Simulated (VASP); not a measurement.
## Li: surface energy and work function by face

Aim: compare the low-index faces of Li at one level of theory.

Calculated with VASP 6.6.1; PBE; plane waves and PAW (Li).

Most raw output is cut from this account.

### 1. The starting structure

Symmetry: Im-3m, No. 229, cubic system. Conventional cell: a = 3.490 Å, b = 3.490 Å, c = 3.490 Å, α = 90.00°, β = 90.00°, γ = 90.00°. Nearest to Li lie 8 Li at 3.02 Å.

Coordinates:

```xyz
1
Lattice="-1.7450 1.7450 1.7450 1.7450 -1.7450 1.7450 1.7450 1.7450 -1.7450" Properties=species:S:1:pos:R:3 pbc="T T T"
Li    0.0000    0.0000    0.0000
```

### 2. The bulk reference, job relaxation, k-mesh 15×15×15

The bulk crystal is relaxed first, so that the slabs are cut at this functional's lattice.

INCAR reads:

```
SYSTEM = Li
PREC = Accurate
ENCUT = 420
EDIFF = 1E-06
NELM = 120
ISMEAR = 1
SIGMA = 0.15
LREAL = .FALSE.
ALGO = Normal
GGA = PE
NBANDS = 6
LORBIT = 11
LWAVE = .FALSE.
LCHARG = .FALSE.
KPAR = 4
LASPH = .TRUE.
IBRION = 2
NSW = 30
ISIF = 3
EDIFFG = -0.01
POTIM = 0.4
```

POSCAR reads:

```
Li
1.0
   -1.7450000000      1.7450000000      1.7450000000
    1.7450000000     -1.7450000000      1.7450000000
    1.7450000000      1.7450000000     -1.7450000000
Li
1
Direct
    0.0000000000      0.0000000000      0.0000000000
```

KPOINTS reads:

```
Automatic mesh
0
Gamma
15 15 15
0 0 0
```

Potentials, in the order of the species: Li (PBE family, release 64).

Started as:

```sh
mpirun -np 4 vasp_std
```

Elapsed: 7.6 s, on 4 MPI ranks of AMD EPYC 7R13 (Zen 3), shared host; peak memory 0.39 GiB.

This run has no spin polarisation. Its electron count is odd, so without a moment it is a metal by construction. The run keeps the 48 symmetry operations of its start, so it cannot find a distortion of lower symmetry.

Relaxation path:

```
step  energy less that of the first step (eV)  largest force (eV/Å)  pressure (GPa)  volume (Å³)
   1                                   0.0000                0.0000           -0.57        21.25
   2                                  -0.0006                0.0000           -0.46        21.07
   3                                  -0.0016                0.0000           -0.12        20.52
   4                                  -0.0017                0.0000            0.01        20.33
```

```
conventional cell, symmetrised  before  after  change
                         a (Å)   3.490  3.439  -1.5 %
                         b (Å)   3.490  3.439  -1.5 %
                         c (Å)   3.490  3.439  -1.5 %
              volume (Å³/atom)   21.25  20.33  -4.3 %
```

The relaxed structure:

```
Li
1.0
    -1.71936    1.71936    1.71936
     1.71936   -1.71936    1.71936
     1.71936    1.71936   -1.71936
Li
1
Direct
  0.00000 0.00000 0.00000
```

Numbers from this step:

```
electronic steps        : 17
electrons               : 1
free energy (TOTEN)     : -1.898 eV
energy at zero smearing : -1.898 eV
Fermi energy            : 0.4382 eV
metallic                : yes
```

The run ended after 4 ionic steps, 0.002 eV below its first step, once forces and stress met EDIFFG = -0.01.

Energy at zero smearing: -1.89808 eV.

### 3. The bulk reference, job self-consistent run, k-mesh 19×19×19

INCAR reads:

```
SYSTEM = Li
PREC = Normal
ENCUT = 320
EDIFF = 1E-06
NELM = 120
ISMEAR = 1
SIGMA = 0.15
LREAL = .FALSE.
ALGO = Fast
GGA = PE
NBANDS = 6
LORBIT = 11
LWAVE = .FALSE.
LCHARG = .FALSE.
KPAR = 4
LASPH = .TRUE.
```

POSCAR reads:

```
Li
1.0
   -1.7193619544      1.7193619544      1.7193619544
    1.7193619544     -1.7193619544      1.7193619544
    1.7193619544      1.7193619544     -1.7193619544
Li
1
Direct
    0.0000000000      0.0000000000      0.0000000000
```

KPOINTS reads:

```
Automatic mesh
0
Gamma
19 19 19
0 0 0
```

Started as:

```sh
mpirun -np 4 vasp_std
```

Wall time 4.2 s (4 MPI ranks); peak memory 0.32 GiB.

This step gave:

| Item | Value |
| --- | --- |
| electronic steps | 10 |
| Fermi energy | 0.4083 eV |

Energy at zero smearing: -1.89830 eV.

The run ends at a pressure of 0.02 GPa.

### 4. Relaxing the slab, 7 atoms, face Li(110)

System of this step: Li(110). The cell holds 7 atoms: 7 Li. Cell: a = 3.439 Å, b = 2.978 Å, c = 29.589 Å, α = 90.0°, β = 90.0°, γ = 54.7°. It derives from Li. 7 layers of bcc Li, cut at this functional's lattice. Vacuum lies along c.

All atoms relax at the fixed cell.

INCAR reads:

```
SYSTEM = Li
PREC = Normal
ENCUT = 320
EDIFF = 1E-05
NELM = 120
ISMEAR = 1
SIGMA = 0.15
LREAL = .FALSE.
ALGO = Fast
GGA = PE
NBANDS = 10
LORBIT = 11
LWAVE = .FALSE.
LCHARG = .FALSE.
KPAR = 4
LASPH = .TRUE.
IBRION = 2
NSW = 40
ISIF = 2
EDIFFG = -0.03
POTIM = 0.4
MAXMIX = 40
```

POSCAR reads:

```
Li
1.0
    3.4387239088      0.0000000000      0.0000000000
    1.7193619544      2.4315449945      0.0000000000
    0.0000000000      0.0000000000     29.5892699672
Li
7
Direct
    0.0000000000      0.0000000000      0.2534702600
    0.5000000000      0.0000000000      0.3356468400
    0.0000000000      0.0000000000      0.4178234200
    0.5000000000      0.0000000000      0.5000000000
    0.0000000000      0.0000000000      0.5821765800
    0.5000000000      0.0000000000      0.6643531600
    0.0000000000      0.0000000000      0.7465297400
```

KPOINTS reads:

```
Automatic mesh
0
Gamma
12 12 1
0 0 0
```

Started as:

```sh
mpirun -np 4 vasp_std
```

Wall time 57 s (4 MPI ranks); peak memory 0.72 GiB; 3.7 min of CPU time.

The run keeps the 8 symmetry operations of its start, so it cannot find a distortion of lower symmetry.

Step by step:

```
step  energy less that of the first step (eV)  largest force (eV/Å)
   1                                   0.0000                0.0752
   2                                  -0.0007                0.0721
   3                                  -0.0026                0.0622
   4                                  -0.0054                0.0422
   5                                  -0.0065                0.0448
   6                                  -0.0068                0.0333
   7                                  -0.0074                0.0232
```

The atoms that moved most (Å):

```
atom     dx     dy      dz  length
 Li7  0.000  0.000  -0.057   0.057
 Li1  0.000  0.000   0.057   0.057
 Li2  0.000  0.000  -0.039   0.039
 Li6  0.000  0.000   0.039   0.039
 Li3  0.000  0.000  -0.016   0.016
 Li5  0.000  0.000   0.016   0.016
```

The relaxed structure:

```xyz
7
Lattice="3.4387 0.0000 0.0000 1.7194 2.4315 0.0000 0.0000 0.0000 29.5893" Properties=species:S:1:pos:R:3
Li    0.0000    0.0000    7.5568
Li    1.7194    0.0000    9.8927
Li    0.0000    0.0000   12.3467
Li    1.7194    0.0000   14.7946
Li    0.0000    0.0000   17.2425
Li    1.7194    0.0000   19.6966
Li    0.0000    0.0000   22.0324
```

This step gave:

| Property | Result |
| --- | --- |
| electronic steps | 41 |
| electrons | 7 |
| free energy (TOTEN) | -12.77 eV |
| energy at zero smearing | -12.77 eV |
| Fermi energy | -1.030 eV |

The run ended after 7 ionic steps, 0.007 eV below its first step, once the forces on the free atoms met EDIFFG = -0.03.

### 5. Potential and states of the slab, 7 atoms, face Li(110)

A static run writes the electrostatic potential without exchange and correlation (LVHAR), which is flat in the vacuum and gives the level to count from. The dipole correction cancels the field that unlike faces would set up across the vacuum.

INCAR reads:

```
SYSTEM = Li
PREC = Normal
ENCUT = 320
EDIFF = 1E-06
NELM = 120
ISMEAR = 1
SIGMA = 0.15
LREAL = .FALSE.
ALGO = Fast
GGA = PE
NBANDS = 10
LORBIT = 11
LWAVE = .FALSE.
LCHARG = .TRUE.
KPAR = 4
LASPH = .TRUE.
IDIPOL = 3
LDIPOL = .TRUE.
DIPOL = 0.5 0.5 0.5
LVHAR = .TRUE.
LVACPOTAV = .TRUE.
NEDOS = 1500
```

POSCAR reads:

```
Li
1.0
    3.4387239088      0.0000000000      0.0000000000
    1.7193619544      2.4315449945      0.0000000000
    0.0000000000      0.0000000000     29.5892699672
Li
7
Direct
    0.0000000000      0.0000000000      0.2553912196
    0.5000000000      0.0000000000      0.3343323661
    0.0000000000      0.0000000000      0.4172704556
    0.5000000000      0.0000000000      0.5000000000
    0.0000000000      0.0000000000      0.5827295444
    0.5000000000      0.0000000000      0.6656676339
    0.0000000000      0.0000000000      0.7446087804
```

KPOINTS is that of step 4.

Started as:

```sh
mpirun -np 4 vasp_std
```

Elapsed: 30 s, on 4 MPI ranks; peak memory 0.64 GiB; 1.9 min of CPU time.

Numbers from this step:

| Quantity | Value |
| --- | --- |
| electronic steps | 22 |
| Fermi energy | -1.028 eV |
| dipole moment | 0, 0, 0 e·Å |
| vacuum levels | 2.153, 2.153 eV |
| work functions of the upper and lower face | 3.181, 3.181 eV |

The planar average of the electrostatic potential oscillates, so the rows of the table below give means over windows of 2.43 Å about each position, cut where the curve ends. Its maxima inside the range that stand out by 2 % of the span (Å: eV): 8.7: 1.56, 11.1: 1.85, 13.5: 1.80, 16.1: 1.80, 18.5: 1.85, 20.9: 1.56. Its minima: 7.5: -3.43, 9.9: -3.12, 12.4: -3.14, 14.8: -3.17, 17.2: -3.14, 19.7: -3.12, 22.1: -3.43.

Zero at the Fermi level. The planar average of the electrostatic potential by height; means over each step:

```
height (Å)  planar average of the electrostatic potential (eV)
      1.22                                                3.18
      3.65                                                3.16
      6.08                                                1.55
      8.51                                              -0.690
     10.94                                              -0.321
     13.37                                              -0.358
     15.80                                              -0.363
     18.23                                              -0.325
     20.66                                              -0.634
     23.09                                               0.438
     25.52                                                3.14
     27.95                                                3.18
```

Density of states in the PAW spheres, an atom over height of the layer and energy from the Fermi level.

Ten even steps from '_' (0.000 states/eV) to '@' (0.135 states/eV), each cell a mean:
```
@@####%%####@@
@@@@@@%%@@@@@@
++++******++++
**************
++++++++++++++
==============
==============
--------------
::--::--::--::
..::::..::::..
______________
______________
______________
______________
______________
______________
______________
______________
______________
______________
______________
______________
```
Columns: height of the layer (Å) from 7.6 to 22; rows upwards: energy from the Fermi level (eV) from -7.9 to 0.5.

Valence density in the ca plane at fractional y = 0.000, with atoms of Li within 0.2 Å of it. It is the smooth field of the valence electrons, not physical close to the nuclei.

Ten even steps from '0' (0.000 e/Å³) to '9' (0.061 e/Å³), each cell a mean:
```
87544578888888764446788888886433222100000000
87655688887788875567888778898655432100000000
88877888765578887778886556899987542100000000
88888888644457888888875445799997642100000000
88888888643457888888875434699998642100000000
88888888754467888888876445799987642100000000
88766788876678877677887667899876532100000000
87544578888888865456888888887544332100000000
86433478888888754345788888886333222100000000
```
Columns run along c (16.0 Å, from fractional 0.37 to 0.91 of the cell), rows up along a (3.4 Å). Atoms in or near the plane, at fractional coordinates: Li at (0.42, 0.00), Li at (0.50, 0.50), Li at (0.58, 0.00), Li at (0.67, 0.50), Li at (0.74, 0.00).

The map of layer states is cut here 0.5 eV above the Fermi level, so it leaves out the states above that.

The vacuum level lies 3.18 eV above the Fermi level at the upper face; both faces agree, as the slab has next to no dipole.

The program found no field-free point at its default tolerance, but its printed level agrees with the flat part of the planar average.

On this mesh the fine structure of the density of states is sampling noise, and high empty states may be cut by the number of bands.

### 6. Surface relaxation, 9 atoms, face Li(100)

System of this step: Li(100). The cell holds 9 atoms: 9 Li. Cell: a = 3.439 Å, b = 3.439 Å, c = 28.755 Å, α = 90.0°, β = 90.0°, γ = 90.0°. It derives from Li. 9 layers of bcc Li, cut at this functional's lattice. Vacuum lies along c.

INCAR reads:

```
SYSTEM = Li
PREC = Normal
ENCUT = 320
EDIFF = 1E-05
NELM = 120
ISMEAR = 1
SIGMA = 0.15
LREAL = .FALSE.
ALGO = Fast
GGA = PE
NBANDS = 13
LORBIT = 11
LWAVE = .FALSE.
LCHARG = .FALSE.
KPAR = 4
LASPH = .TRUE.
IBRION = 2
NSW = 40
ISIF = 2
EDIFFG = -0.03
POTIM = 0.4
MAXMIX = 40
```

POSCAR reads:

```
Li
1.0
    3.4387239088      0.0000000000      0.0000000000
    0.0000000000      3.4387239088      0.0000000000
    0.0000000000      0.0000000000     28.7548956352
Li
9
Direct
    0.0000000000      0.0000000000      0.2608251500
    0.5000000000      0.5000000000      0.3206188600
    0.0000000000      0.0000000000      0.3804125800
    0.5000000000      0.5000000000      0.4402062900
    0.0000000000      0.0000000000      0.5000000000
    0.5000000000      0.5000000000      0.5597937100
    0.0000000000      0.0000000000      0.6195874200
    0.5000000000      0.5000000000      0.6793811400
    0.0000000000      0.0000000000      0.7391748500
```

KPOINTS reads:

```
Automatic mesh
0
Gamma
9 9 1
0 0 0
```

Started as:

```sh
mpirun -np 4 vasp_std
```

It took 30 s on 4 MPI ranks; peak memory 0.66 GiB.

The run keeps the 16 symmetry operations of its start, so it cannot find a distortion of lower symmetry.

Step by step:

```
step  energy less that of the first step (eV)  largest force (eV/Å)
   1                                   0.0000                0.0969
   2                                  -0.0011                0.0895
   3                                  -0.0039                0.0686
   4                                  -0.0074                0.0265
```

The atoms that moved most (Å):

```
atom     dx     dy      dz  length
 Li2  0.000  0.000   0.037   0.037
 Li8  0.000  0.000  -0.037   0.037
 Li1  0.000  0.000  -0.025   0.025
 Li9  0.000  0.000   0.025   0.025
 Li6  0.000  0.000   0.012   0.012
 Li4  0.000  0.000  -0.012   0.012
```

The relaxed structure:

```xyz
9
Lattice="3.4387 0.0000 0.0000 0.0000 3.4387 0.0000 0.0000 0.0000 28.7549" Properties=species:S:1:pos:R:3
Li    0.0000    0.0000    7.4745
Li    1.7194    1.7194    9.2568
Li    0.0000    0.0000   10.9399
Li    1.7194    1.7194   12.6461
Li    0.0000    0.0000   14.3774
Li    1.7194    1.7194   16.1088
Li    0.0000    0.0000   17.8150
Li    1.7194    1.7194   19.4981
Li    0.0000    0.0000   21.2804
```

Numbers from this step:

| Quantity | Value |
| --- | --- |
| electronic steps | 31 |
| electrons | 9 |
| free energy (TOTEN) | -16.41 eV |
| energy at zero smearing | -16.41 eV |
| Fermi energy | -1.069 eV |

The run ended after 4 ionic steps, 0.007 eV below its first step, once the forces on the free atoms met EDIFFG = -0.03.

### 7. Potential and states of the slab, 9 atoms, face Li(100)

INCAR reads:

```
SYSTEM = Li
PREC = Normal
ENCUT = 320
EDIFF = 1E-06
NELM = 120
ISMEAR = 1
SIGMA = 0.15
LREAL = .FALSE.
ALGO = Fast
GGA = PE
NBANDS = 13
LORBIT = 11
LWAVE = .FALSE.
LCHARG = .TRUE.
KPAR = 4
LASPH = .TRUE.
IDIPOL = 3
LDIPOL = .TRUE.
DIPOL = 0.5 0.5 0.5
LVHAR = .TRUE.
LVACPOTAV = .TRUE.
NEDOS = 1500
```

POSCAR reads:

```
Li
1.0
    3.4387239088      0.0000000000      0.0000000000
    0.0000000000      3.4387239088      0.0000000000
    0.0000000000      0.0000000000     28.7548956352
Li
9
Direct
    0.0000000000      0.0000000000      0.2599383547
    0.5000000000      0.5000000000      0.3219198552
    0.0000000000      0.0000000000      0.3804523350
    0.5000000000      0.5000000000      0.4397883174
    0.0000000000      0.0000000000      0.5000000000
    0.5000000000      0.5000000000      0.5602116826
    0.0000000000      0.0000000000      0.6195476650
    0.5000000000      0.5000000000      0.6780801448
    0.0000000000      0.0000000000      0.7400616453
```

KPOINTS is that of step 6.

Started as:

```sh
mpirun -np 4 vasp_std
```

Wall time 21 s (4 MPI ranks); peak memory 0.61 GiB; 77 s of CPU time.

Numbers from this step:

```
electronic steps                           : 21
Fermi energy                               : -1.070 eV
vacuum levels                              : 1.944, 1.944 eV
work functions of the upper and lower face : 3.014, 3.014 eV
```

The planar average of the electrostatic potential oscillates, so the rows of the table below give means over windows of 1.71 Å about each position, cut where the curve ends. Its maxima inside the range that stand out by 2 % of the span (Å: eV): 8.4: 0.615, 10.2: 0.434, 11.8: 0.561, 13.5: 0.550, 15.3: 0.550, 17.0: 0.561, 18.6: 0.434, 20.3: 0.615. Its minima: 7.4: -1.79, 9.2: -1.43, 11.0: -1.40, 12.7: -1.41, 14.4: -1.46, 16.1: -1.41, 17.8: -1.40, 19.5: -1.43, 21.3: -1.79.

Zero at the Fermi level. Table of planar average of the electrostatic potential by height; means over each step:

```
height (Å)  planar average of the electrostatic potential (eV)
      0.85                                                3.01
      2.56                                                3.01
      4.28                                                2.97
      5.98                                                2.10
      7.70                                              -0.598
      9.41                                              -0.443
     11.12                                              -0.405
     12.82                                              -0.400
     14.54                                              -0.433
     16.25                                              -0.400
     17.96                                              -0.429
     19.66                                              -0.410
     21.38                                              -0.537
     23.09                                                2.47
     24.79                                                2.99
     26.50                                                3.01
     28.21                                                3.01
```

Density of states in the PAW spheres, an atom over height of the layer and energy from the Fermi level.

Ten even steps from '_' (0.000 states/eV) to '@' (0.117 states/eV), each cell a mean:
```
@@@@@@@@@@@@@@@@@@
%%@@@@@@@@@@@@@@%%
##%%@@@@%%@@@@%%##
****++++**++++****
++**##**++**##**++
==++++******++++==
--==============--
::======++======::
::--------------::
..::::::::::::::..
________..________
__________________
__________________
__________________
__________________
__________________
__________________
__________________
__________________
__________________
__________________
__________________
```
Columns: height of the layer (Å) from 7.5 to 21.3 (not evenly spaced); rows upwards: energy from the Fermi level (eV) from -7.9 to 0.5.

Valence density in the ca plane at fractional y = 0.000, with atoms of Li within 0.2 Å of it. It is the smooth field of the valence electrons, not physical close to the nuclei.

Ten even steps from '0' (0.000 e/Å³) to '9' (0.055 e/Å³), each cell a mean:
```
64457999975446899986445789998433221100000000
76678999987667999997667899999754322100000000
98899999998889999999889999999876432100000000
99999999999999999999999999999986532100000000
99999999999999999999999999999987532100000000
99999999999999999999999999999986532100000000
87789999998778999998778999999865432100000000
75557999986556899987556799998643222100000000
54446899975445899986444689997423221100000000
```
Columns run along c (16.0 Å, from fractional 0.36 to 0.91 of the cell), rows up along a (3.4 Å). Atoms in or near the plane, at fractional coordinates: Li at (0.38, 0.00), Li at (0.50, 0.00), Li at (0.62, 0.00), Li at (0.74, 0.00).

The map of layer states is cut here 0.5 eV above the Fermi level, so it leaves out the states above that.

The vacuum level lies 3.01 eV above the Fermi level at the upper face; both faces agree, as the slab has next to no dipole.

The program found no field-free point at its default tolerance, but its printed level agrees with the flat part of the planar average.

On this mesh the fine structure of the density of states is sampling noise, and high empty states may be cut by the number of bands.

(Part 1 of 2 ends here.)

[Lines on the potential files, build, host, timing and source positions are cut from VASP's logs without a mark.]

[Logs are printed without paths, hosts, clocks, repeated set-up lines and the standing remarks that a program may print on its own settings, such as how far it seeks lower states.]

[Hosts, paths, dates, database ids (printed as entryN), source tags and the programs' standing remarks are cut or masked in the printed files.]

[Runs that stopped without an error message from VASP are left out.]
